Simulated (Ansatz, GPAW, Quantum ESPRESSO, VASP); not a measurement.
Code comparison for MnCo (Pm-3m, 2 atoms in the cell)

Self-consistent single point, at a second geometry (lattice scaled by 0.98). First geometry:

```
MnCo
1.0
    2.85360     0.00000     0.00000
    0.00000     2.85360     0.00000
    0.00000     0.00000     2.85360
Mn Co
1 1
Cartesian
  0.00000   0.00000   0.00000
  1.42680   1.42680   1.42680
```
Moments meant for the start (each program seeds them in its own way; μB, in the order of the atoms Mn Co): 4.0 3.0.

Shared settings, as Ansatz (a quantum-chemistry and plane-wave program) writes them: kpoints.mp_grid.grid = 12 12 12; scf.occupations.method = gaussian; scf.occupations.width = 0.272 eV. Potentials and cutoffs stand in the table.

```
code                                                              model  ΔF from the first geometry (meV/atom)  pressure (GPa)  size of the net moment (μB/atom)   cutoff
----------------  -----------------------------------------------------  -------------------------------------  --------------  --------------------------------  -------
Quantum ESPRESSO   PBEsol, GBRV 1.5 ultrasoft (PBESOL) pseudopotentials                                  -15.7            2.42                              1.99    50 Ry
VASP                         PBEsol, VASP's PBE PAW potentials (set 64)                                  -15.1            2.17                              1.98   300 eV
GPAW              PBEsol, GPAW PAW datasets PBEsol (made by gpaw-setup)                                   -7.8            4.89                              1.97   800 eV
Ansatz                          PBEsol, default PAW files made with PBE                                  -14.5            3.11                              1.98  default
```

For VASP (by 0.7 GPa) the energy change implies a higher mean pressure, against the two pressures, than for the other programs: a sign of finite-basis (Pulay) stress.

On Ansatz's run: the magnetic order is the one reached from the typed start; others were not searched systematically.

The spread over the programs that give each value: ΔF from the first geometry within 7.9 meV/atom; pressure within 2.72 GPa; size of the net moment within 0.02 μB/atom.

Ansatz's pressure is given at a fixed set of plane waves, as the other plane-wave codes print theirs; with its correction for the finite basis it is 3.24 GPa. In the pressure, GPAW (by 2.13) lies more than 1 GPa from the median of the plane-wave programs.

VASP's run is marked for a possible Pulay error in its stress at this cutoff; no cutoff test was made.

The starting cell comes from a database of computed structures (which also holds hypothetical and non-ambient phases and stackings), without a prior relaxation at this level. For this run, on top of that: lattice scaled by 0.98.

Left out of this page: Elk, FLEUR and SIESTA (not drawn, or without a comparable value).

Keys are those of Ansatz 0.2.
